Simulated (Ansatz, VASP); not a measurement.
# TiAl3: VASP beside Ansatz, part 2 of 2

Wanted: the spread between two codes on one cell, functional and k mesh. The cell is taken from a series of runs on this material, whose earlier steps may have relaxed, scaled, displaced or heated it; both programs get it as it stands.

VASP 6.6.1 and Ansatz 0.2.0.

So far: The starting structure; VASP: zone-centre phonons, PBEsol.

### Step 2. VASP: zone-centre phonons, PBEsol (continued)

Level of this step: PBEsol; plane waves and PAW (Al, Ti_sv) (VASP).

Numbers of over 12 decimals in the logs are rounded to 6 here.

From OUTCAR (step 2):

```text
ion  position               nearest neighbor table
   1  0.500  0.500  0.000-   4 2.68   4 2.68   4 2.68   4 2.68   3 2.85   2 2.85   3 2.85   2 2.85
                             3 2.85   3 2.85   2 2.85   2 2.85
   2  0.750  0.250  0.500-   3 2.68   3 2.68   3 2.68   3 2.68   4 2.85   1 2.85   4 2.85   1 2.85
                             1 2.85   1 2.85   4 2.85   4 2.85
   3  0.250  0.750  0.500-   2 2.68   2 2.68   2 2.68   2 2.68   4 2.85   1 2.85   4 2.85   1 2.85
                             4 2.85   4 2.85   1 2.85   1 2.85
   4  0.000  0.000  0.000-   1 2.68   1 2.68   1 2.68   1 2.68   3 2.85   2 2.85   3 2.85   2 2.85
                             2 2.85   2 2.85   3 2.85   3 2.85

  LATTYP: Found a body centered tetragonal cell.
 ALAT       =     3.7898219214
 C/A-ratio  =     2.2411904456

 Subroutine GETGRP returns: Found 16 space group operations
 (whereof 16 operations were pure point group operations)

The static configuration has the point symmetry D_4h.

 Found    349 irreducible k-points:

   k-points           NKPTS =    349   k-points in BZ     NKDIM =    349   number of bands    NBANDS=     16

   dimension x,y,z NGX =    40 NGY =   40 NGZ =   40
   dimension x,y,z NGXF=    80 NGYF=   80 NGZF=   80

   ENCUT  =  500.0 eV  36.75 Ry    6.06 a.u.   9.16  9.16  9.16*2*pi/ulx,y,z

   NELECT =      21.0000    total number of electrons

 k-points in reciprocal lattice and weights: Automatic mesh
   0.00000000  0.00000000  0.00000000       0.000
   0.06250000  0.00000000  0.00000000       0.002
   0.12500000  0.00000000  0.00000000       0.002
   0.18750000  0.00000000  0.00000000       0.002
   0.25000000  0.00000000  0.00000000       0.002
   0.31250000 -0.00000000  0.00000000       0.002
   0.37500000  0.00000000  0.00000000       0.002
   0.43750000 -0.00000000  0.00000000       0.002
   0.50000000  0.00000000  0.00000000       0.001
[...]
-0.43750000 -0.43750000  0.43750000       0.000
   0.50000000  0.50000000  0.50000000       0.000

 average (electrostatic) potential at core
       1 -70.9466       2 -70.8522       3 -70.8522       4 -71.5760

  Total        0.9469544      0.9469544      0.9364707      0.0000000      0.0000000      0.0000000
  in kB       24.8733601     24.8733601     24.5979879      0.0000000      0.0000000      0.0000000
  external PRESSURE =      24.7815694 kB  Pullay stress =       0.0000000 kB

  energy-cutoff  :      500.00
  volume of cell :       61.00
      direct lattice vectors                 reciprocal lattice vectors
    -1.894910961  1.894910961  4.246856340     0.000000000  0.263864641  0.117734145
     1.894910961 -1.894910961  4.246856340     0.263864641  0.000000000  0.117734145
     1.894910961  1.894910961 -4.246856340     0.263864641  0.263864641  0.000000000

 POSITION                                       TOTAL-FORCE (eV/Angst)
 -----------------------------------------------------------------------------------
      0.00000      0.00000      4.24686        -0.000000     -0.000000      0.000000
     -0.00000      1.89491      2.12343        -0.000000      0.000000      0.000000
      1.89491     -0.00000      2.12343         0.000000     -0.000000     -0.000000
      0.00000      0.00000      0.00000        -0.000000     -0.000000      0.000000
 -----------------------------------------------------------------------------------
    total drift:                               -0.000000     -0.000000     -0.000000

 Eigenvectors and eigenvalues of the dynamical matrix
 ----------------------------------------------------

   1 f  =   10.844756 THz    68.139611 2PiTHz  361.742121 cm-1    44.850287 meV
             X         Y         Z           dx          dy          dz
      0.000000  0.000000  4.246856     0.182111    0.780048    0.000000
     -0.000000  1.894911  2.123428    -0.000405   -0.001737   -0.000000
      1.894911 -0.000000  2.123428    -0.000405   -0.001737   -0.000000
      0.000000  0.000000  0.000000    -0.136097   -0.582951    0.000000

   2 f  =   10.844756 THz    68.139611 2PiTHz  361.742121 cm-1    44.850287 meV
             X         Y         Z           dx          dy          dz
      0.000000  0.000000  4.246856     0.780048   -0.182111    0.000000
     -0.000000  1.894911  2.123428    -0.001737    0.000405    0.000000
      1.894911 -0.000000  2.123428    -0.001737    0.000405   -0.000000
      0.000000  0.000000  0.000000    -0.582951    0.136097    0.000000

   3 f  =   10.653665 THz    66.938951 2PiTHz  355.368010 cm-1    44.059998 meV
             X         Y         Z           dx          dy          dz
      0.000000  0.000000  4.246856    -0.000000    0.000000    0.000000
     -0.000000  1.894911  2.123428    -0.687952   -0.163469   -0.000000
      1.894911 -0.000000  2.123428     0.687952    0.163469    0.000000
      0.000000  0.000000  0.000000     0.000000   -0.000000   -0.000000

   4 f  =   10.653665 THz    66.938951 2PiTHz  355.368010 cm-1    44.059998 meV
             X         Y         Z           dx          dy          dz
      0.000000  0.000000  4.246856    -0.000000    0.000000   -0.000000
     -0.000000  1.894911  2.123428     0.163469   -0.687952   -0.000000
      1.894911 -0.000000  2.123428    -0.163469    0.687952    0.000000
      0.000000  0.000000  0.000000     0.000000   -0.000000    0.000000

   5 f  =   10.260994 THz    64.471728 2PiTHz  342.269927 cm-1    42.436043 meV
             X         Y         Z           dx          dy          dz
      0.000000  0.000000  4.246856    -0.000000   -0.000000    0.384706
     -0.000000  1.894911  2.123428     0.000000   -0.000000   -0.539006
      1.894911 -0.000000  2.123428     0.000000   -0.000000   -0.539006
      0.000000  0.000000  0.000000     0.000000    0.000000    0.520524

   6 f  =    8.030632 THz    50.457950 2PiTHz  267.873054 cm-1    33.212011 meV
             X         Y         Z           dx          dy          dz
      0.000000  0.000000  4.246856     0.000000   -0.000000   -0.000000
     -0.000000  1.894911  2.123428    -0.000000    0.000000    0.707107
      1.894911 -0.000000  2.123428    -0.000000    0.000000   -0.707107
      0.000000  0.000000  0.000000     0.000000   -0.000000    0.000000

   7 f  =    7.068156 THz    44.410534 2PiTHz  235.768309 cm-1    29.231532 meV
             X         Y         Z           dx          dy          dz
      0.000000  0.000000  4.246856    -0.374652   -0.093116    0.000000
     -0.000000  1.894911  2.123428     0.522972    0.129980    0.000000
      1.894911 -0.000000  2.123428     0.522972    0.129980   -0.000000
      0.000000  0.000000  0.000000    -0.504439   -0.125373   -0.000000

   8 f  =    7.068156 THz    44.410534 2PiTHz  235.768309 cm-1    29.231532 meV
             X         Y         Z           dx          dy          dz
      0.000000  0.000000  4.246856     0.093116   -0.374652   -0.000000
     -0.000000  1.894911  2.123428    -0.129980    0.522972   -0.000000
      1.894911 -0.000000  2.123428    -0.129980    0.522972    0.000000
      0.000000  0.000000  0.000000     0.125373   -0.504439   -0.000000

   9 f  =    6.321394 THz    39.718487 2PiTHz  210.858994 cm-1    26.143172 meV
             X         Y         Z           dx          dy          dz
      0.000000  0.000000  4.246856     0.000000   -0.000000    0.801278
     -0.000000  1.894911  2.123428    -0.000000    0.000000   -0.002933
      1.894911 -0.000000  2.123428    -0.000000    0.000000   -0.002933
      0.000000  0.000000  0.000000     0.000000   -0.000000   -0.598278

  10 f/i=    0.002296 THz     0.014429 2PiTHz    0.076603 cm-1     0.009498 meV
             X         Y         Z           dx          dy          dz
      0.000000  0.000000  4.246856    -0.165204   -0.426653   -0.000000
     -0.000000  1.894911  2.123428    -0.165314   -0.426936   -0.000000
      1.894911 -0.000000  2.123428    -0.165314   -0.426936   -0.000000
      0.000000  0.000000  0.000000    -0.220076   -0.568362   -0.000000

  11 f/i=    0.002296 THz     0.014429 2PiTHz    0.076603 cm-1     0.009498 meV
             X         Y         Z           dx          dy          dz
      0.000000  0.000000  4.246856     0.426653   -0.165204   -0.000000
     -0.000000  1.894911  2.123428     0.426936   -0.165314   -0.000000
      1.894911 -0.000000  2.123428     0.426936   -0.165314   -0.000000
      0.000000  0.000000  0.000000     0.568362   -0.220076   -0.000000

  12 f/i=    0.004580 THz     0.028774 2PiTHz    0.152758 cm-1     0.018940 meV
             X         Y         Z           dx          dy          dz
      0.000000  0.000000  4.246856    -0.000000    0.000000   -0.458208
     -0.000000  1.894911  2.123428    -0.000000    0.000000   -0.457672
      1.894911 -0.000000  2.123428    -0.000000    0.000000   -0.457672
      0.000000  0.000000  0.000000    -0.000000    0.000000   -0.609195

 ELASTIC MODULI CONTR FROM IONIC RELAXATION (kBar)
 Direction    XX          YY          ZZ          XY          YZ          ZX
 --------------------------------------------------------------------------------
 XX          -3.1853      3.1853     -0.0000      0.0000     -0.0000      0.0000
 YY           3.1853     -3.1853      0.0000      0.0000      0.0000     -0.0000
 ZZ          -0.0000      0.0000     -0.0000      0.0000     -0.0000      0.0000
 XY           0.0000      0.0000      0.0000      0.0000      0.0000      0.0000
 YZ          -0.0000      0.0000     -0.0000      0.0000    -12.7657      0.0000
 ZX           0.0000     -0.0000      0.0000      0.0000      0.0000    -14.8320
 --------------------------------------------------------------------------------
```

### Step 3. Ansatz: zone-centre phonons, PBEsol

Ansatz runs on its PAW soft_1 files.

The same cell, functional, mesh and smearing now go to Ansatz, which takes its cutoff from its data sets.

Contents of input.yaml:

```yaml
crystal:
  lattice:
    - [-1.8949109607, 1.8949109607, 4.2468563403]
    - [1.8949109607, -1.8949109607, 4.2468563403]
    - [1.8949109607, 1.8949109607, -4.2468563403]
  atoms:
    - { symbol: Al, position: [0.5, 0.5, 0.0] }
    - { symbol: Al, position: [0.75, 0.25, 0.5] }
    - { symbol: Al, position: [0.25, 0.75, 0.5] }
    - { symbol: Ti, position: [0.0, 0.0, 0.0] }
kpoints:
  mp_grid: { grid: [16, 16, 16] }
hamiltonian:
  xc: pbesol
  pseudopotentials: { kind: paw, azcp: { folder: soft_1 }, xc_functional: pbe }
scf:
  occupations: { method: methfessel_paxton, width: 0.2 }
output:
  eigenvalues: true
phonons:
  method: dfpt
```

The run is started by

```bash
$ ansatz run input.yaml --threads 4 --pin off --max-ram 16384MiB --backend cpu --events-out ev --progress --plain --runs-dir out
```

Log:

```text
zone centre: on kpoints.mp_grid the ground state, and the responses unless they are solved on pairs of k-points, stand on 621 of the mesh's 4096 k-points, reduced under 4 symmetry operations, with k and −k counted as one. Each operation leaves every solved displacement unchanged or reverses it
Engine: ansatz 0.2.0, aarch64-unknown-linux-gnu
Pseudopotentials: kind: paw
Pseudopotential: Al, paw, valence charge 3, recommended cutoff 420 eV (normal), soft_1/Al.paw.azcp
Pseudopotential: Ti, paw, valence charge 12, recommended cutoff 420 eV (normal), soft_1/Ti.paw.azcp
Functional definition: PBEsol
  exchange = pbesol_x
  correlation = pbesol_c
Crystal: 4 atoms, lattice volume = 60.997 Å³
Basis set: ecut = 420 eV, 1203 PW (Γ), exchange–correlation on 72×72×72 points (8 copies of the dense FFT grid, shifted against one another)
Bands: 15, of which v1, the nominal top of the filled ones, is band 11 counted from 1 (10 counted from 0)
Symmetry: 16 space group operations
k-points: 621 of 4096 (irreducible under 4 space group operations, time reversal used)
Non-local potential: Al, projectors of the file, l = 0: 2, l = 1: 2, l = 2: 1
Non-local potential: Ti, projectors of the file, l = 0: 3, l = 1: 2, l = 2: 3, l = 3: 1
PAW form: soft (Blöchl's): semilocal exchange-correlation on the pseudo side does not see the compensation charge
PAW frozen core: Al, regenerated for the run's functional, and the local potential with it (the file was generated under x = pbe(κ = 0.804, μ = 0.219515), c = pbe(β = 0.066725))
PAW frozen core: Ti, regenerated for the run's functional, and the local potential with it (the file was generated under x = pbe(κ = 0.804, μ = 0.219515), c = pbe(β = 0.066725))
PAW one-centre angular grid: Al, 110 points (default); XC on 64 Gauss nodes
PAW one-centre angular grid: Ti, 590 points (default); XC on 64 Gauss nodes
Initial density: superposition of atomic densities (chi_scale 0.1, normalization cell, long waves kept (reshape's long-wave potential 0.00 eV rms))
Initial wavefunctions: pseudopotential atomic-orbital guess
Functional: x = pbesol(κ = 0.804, μ = 0.123457), c = pbesol(β = 0.046)
SCF iter   1: F=—  HF=-4049.519847 eV  |F-HF|=—  |Δ(HF+E_count)|=         —  Δρ=3.11e-2  dr2=6.74e-1  ethr=3.10e-3  ⟨swp⟩=5.1  Hψ=47495  notcnv=0
preconditioner: auto → Kerker (q_TF=auto, 2.284 Å⁻¹)  [metal: Δε(μ)=0.002 eV  Ē_g=5.684 eV  σ=0.200 eV  W_gap=0.01  n_scr=10 (ndim 8)  ℏωp=17.1 eV  f_vac=0.000  D(μ)=1.60/eV (n_scr^D=10)]
SCF iter   2: F=—  HF=-4049.313179 eV  |F-HF|=—  |Δ(HF+E_count)|=   2.07e-1  S|Δr|=    0.00e0  Δρ=1.93e-2  dr2=2.97e-1  ethr=3.10e-3  ⟨swp⟩=2.0  Hψ=16655  notcnv=0
SCF iter   3: F=—  HF=-4049.156455 eV  |F-HF|=—  |Δ(HF+E_count)|=   1.57e-1  S|Δr|=    0.00e0  Δρ=2.26e-3  dr2=3.40e-3  ethr=1.42e-3  ⟨swp⟩=2.8  Hψ=15524  notcnv=0
SCF iter   4: F=—  HF=-4049.154857 eV  |F-HF|=—  |Δ(HF+E_count)|=   1.60e-3  S|Δr|=    0.00e0  Δρ=5.32e-4  dr2=1.34e-4  ethr=1.62e-5  ⟨swp⟩=2.8  Hψ=15446  notcnv=0
SCF iter   5: F=—  HF=-4049.154810 eV  |F-HF|=—  |Δ(HF+E_count)|=   4.67e-5  S|Δr|=    0.00e0  Δρ=9.05e-5  dr2=7.46e-6  ethr=6.40e-7  ⟨swp⟩=2.0  Hψ=13200  notcnv=0
SCF iter   6: F=—  HF=-4049.154809 eV  |F-HF|=—  |Δ(HF+E_count)|=   9.27e-7  S|Δr|=    0.00e0  Δρ=1.76e-5  dr2=1.99e-7  ethr=3.55e-8  ⟨swp⟩=2.1  Hψ=11176  notcnv=0
SCF iter   7: F=—  HF=-4049.154809 eV  |F-HF|=—  |Δ(HF+E_count)|=   6.38e-7  S|Δr|=    0.00e0  Δρ=2.96e-6  dr2=4.86e-9  ethr=9.49e-10  ⟨swp⟩=2.3  Hψ=12207  notcnv=0
SCF iter   8: F=—  HF=-4049.154809 eV  |F-HF|=—  |Δ(HF+E_count)|=   1.40e-9  S|Δr|=    0.00e0  Δρ=7.48e-7  dr2=3.98e-10  ethr=2.32e-11  ⟨swp⟩=2.8  Hψ=15876  notcnv=0
SCF iter   9: F=-4049.154809 eV  HF=-4049.154809 eV  |F-HF|=1.82e-12  |Δ(HF+E_count)|=  7.73e-11  S|Δr|=    0.00e0  Δρ=1.28e-7  dr2=6.54e-12  ethr=1.00e-12  ⟨swp⟩=3.9  Hψ=38663  notcnv=0
SCF 1 converged in 9 iterations: F = -4049.154809 eV  dr2 = 6.54e-12
  greatest PAW one-centre occupation: 0.998 electrons in one spin orbital (limit 2), on the Ti atom at site 3 (counted from 0), in its partial waves of l = 0
DFPT response loops at Γ: preconditioner auto → Kerker (q_TF=auto, 2.284 Å⁻¹) (partly filled bands, converged f_vac=0.000); β = 1.00, the filter's whole step (`scf.mixing.beta` (0.50) is not read by the response loops under this deck's `scf.mixing.preconditioner`; to damp them name `kerker` or `kerker_dos`, under which they read `scf.mixing.beta`, and type it under 1.00, their step now; both keys bind the ground state too); Broyden in place of MSR1
SCF converged after 9 iterations
Stability not checked: this state was not tested for a lower state beside it, because cold or Methfessel-Paxton smearing, or corrected tetrahedra, fill the levels in a way that the test cannot read (fill_not_monotonic; see scf.lower_state_search)
Free energy (F): -4049.154809 eV
Harris-Foulkes:  -4049.154809 eV  (|F-HF|=1.82e-12)
Internal energy: -4049.155790 eV  (E = F + TS)
E sigma→0 (E₀):  -4049.155054 eV
Entropy (-TS):   0.000981 eV (0.245 meV/atom)
Fermi energy:    9.879090 eV
Step filling:    the computed levels leave a gap of 0.0061 eV = 0.0 smearing widths at the electron count; against every level under it full and every level over it empty, smearing changes F+E_penalty+E_count by +0.269 meV and its σ→0 estimate by +0.024 meV
--- Per-component energies (eV) ---
  E_band       = -144.944870
  E_kinetic    = 352.950409
  E_local      = -1235.103420  (includes V_loc(G=0)·N_el)
  E_nonlocal   = 94.257442
  E_hartree    = 531.742763
  E_xc         = -229.718935
  E_vxc        = -235.918241  (∫ρ·V_xc dr)
  E_paw        = -2388.387770  (= ΣΔE_a)
  E_vpaw       = -184.616484  (= ΣTr[D̂ρ^β])
  E_aug_tail   = -0.000088  (compensation charges beyond the density's cutoff)
  E_ewald      = -1175.092994
  E_core_change = 0.196802  (= ΣΔE_core)
  E_smearing   = 0.000981  (= −TS)
  E_closure    = -0.000000  (closes the sum)
  Σ components = -4049.154809   (vs F -4049.154809, Δ=0.00e0)
--- Band table (eV; the first three rows and the last of 621) ---
  k-point 0: bands = [... 7 lower, 8.4036, 8.6279, 8.6279, 10.7473, 11.6897, 11.6897, 12.1100, 12.5296]
  k-point 1: bands = [... 7 lower, 8.3177, 8.3772, 8.6324, 10.3583, 11.7801, 11.8197, 11.9828, 12.7587]
  k-point 2: bands = [... 7 lower, 7.8108, 8.1057, 8.6381, 9.5788, 11.8302, 11.9761, 11.9823, 13.0833]
  k-point 620: bands = [... 7 lower, 8.9802, 8.9802, 9.6223, 10.5975, 10.5975, 10.8743, 12.9906, 14.8883]
--- Phonons (Γ-DFPT): 6 representative perturbations + reference, on 621 of 4096 k-points (Σ response iterations 18) ---
  k mesh reduced under 4 symmetry operations, with k and −k counted as one. Each operation leaves every solved displacement unchanged or reverses it
  ASR residual: 3.150e-5 → 0.000e0 eV/Å²; symmetrization residual: 3.791e-6 eV/Å²
  ASR residual per site (eV/Å²): 2.46e-5 1.25e-5 1.25e-5 3.15e-5
  Γ frequencies (cm⁻¹): 0.00 0.00 0.00 210.37 235.28 235.28 267.34 341.28 354.20 354.20 361.32 361.32
  non-analytic LO–TO correction: not included (Born effective charges unavailable; polar crystals: no LO–TO splitting at Γ)
```

### Step 4. Differences

Known differences besides the potentials themselves: the cutoff is 420 eV in Ansatz and 500 eV in VASP; Ansatz makes its cores anew for this functional, VASP keeps those of its PBE data sets. Total energies have different zeros and are not compared.

Compared:

| quantity | Ansatz | VASP | difference |
| --- | --- | --- | --- |
| optical mode 1 (cm⁻¹) | 210.4 | 210.9 | -0.23 % |
| optical mode 2 to 3 (cm⁻¹) | 235.3 | 235.8 | -0.21 % |
| optical mode 4 (cm⁻¹) | 267.3 | 267.9 | -0.20 % |
| optical mode 5 (cm⁻¹) | 341.3 | 342.3 | -0.29 % |
| optical mode 6 to 7 (cm⁻¹) | 354.2 | 355.4 | -0.33 % |
| optical mode 8 to 9 (cm⁻¹) | 361.3 | 361.7 | -0.12 % |

Modes are paired by rising frequency, not by their patterns, so a pair may set unlike modes beside each other; they are those without the splitting of longitudinal modes.

### Step 5. Results

```
r.m.s. difference of the optical zone-centre modes, each program's sorted by frequency (zone-centre phonons, PBEsol) : 0.75 cm⁻¹
```

In words: The r.m.s. difference of the optical zone-centre modes, each program's sorted by frequency is 0.75 cm⁻¹ (zone-centre phonons, PBEsol). How closely two codes agree says nothing of how well the functional describes the real material.

[Lines on the potential files, build, host, timing and source positions are cut from VASP's logs without a mark.]

[Logs are printed without paths, hosts, clocks, repeated set-up lines and the standing remarks that a program may print on its own settings, such as how far it seeks lower states.]

[Hosts, paths, dates, database ids (printed as entryN), source tags and the programs' standing remarks are cut or masked in the printed files.]
